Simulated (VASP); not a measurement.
Input of a VASP 6.6.1 run:

File INCAR:

```
SYSTEM = MgO
PREC = Accurate ; ENCUT = 600
EDIFF = 1E-6 ; ISMEAR = 0
SIGMA = 0.03 ; LREAL = .FALSE.
LASPH = .TRUE. ; NELM = 80
ALGO = Normal ; ISIF = 3
LWAVE = .FALSE. ; LCHARG = .FALSE.
GGA = PS ; IBRION = 2
NSW = 90 ; EDIFFG = -0.01
```

The input KPOINTS:

```
Automatic mesh
0
G
  12 12 12
  0 0 0
```

The input POSCAR:

```
MgO
1.0
    0.0000000000      2.1085000000      2.1085000000
    2.1085000000      0.0000000000      2.1085000000
    2.1085000000      2.1085000000      0.0000000000
Mg O
1 1
Direct
    0.0000000000      0.0000000000      0.0000000000
    0.5000000000      0.5000000000      0.5000000000
```

Potentials or basis: VASP PAW PBE potentials, release 64 (Mg, O).

Launch:

```sh
$ cat potpaw_PBE.64/Mg/POTCAR potpaw_PBE.64/O/POTCAR > POTCAR
$ mpirun -np 1 vasp_std > vasp.out
```

(1) Estimate the relaxed volume.

(2) What does it give for the space group after relaxing (to 0.05 Å)?

(3) Estimate the relaxed cell.

(4) What does it give for the band gap on the k mesh?

Answers

(1) 9.31 Å³/atom.

(2) Fm-3m (No. 225).

(3) a = 2.975 Å, b = 2.975 Å, c = 2.975 Å, α = 60.00°, β = 60.00°, γ = 60.00°.

(4) 4.66 eV, direct.

Caveat: the PAW data sets were made with another functional, which shifts forces and pressure a little.
